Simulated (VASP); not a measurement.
Given:

```
NaH
1.0
    0.00000     2.45829     2.45829
    2.45829     0.00000     2.45829
    2.45829     2.45829     0.00000
Na H
1 1
Cartesian
  0.00000   2.45829   2.45829
  2.45829   2.45829   2.45829
```

Computed with RPBE GGA, VASP's PBE PAW potentials (set 64) (plane waves; VASP). Numerical set-up: 520 eV cut-off, Gaussian smearing of 0.050 eV, potentials Na_pv H.

### Question
What does the run give for the band gap (along the path) with the smallest direct gap where there is one?

### Answer

```json
{
 "band gap (along the path)": "3.89 eV",
 "smallest direct gap (along the path)": "4.68 eV"
}
```

The absolute energy has meaning only against runs of the same code, potentials and settings.

The compound is NaH in the rock salt structure. It was relaxed first.
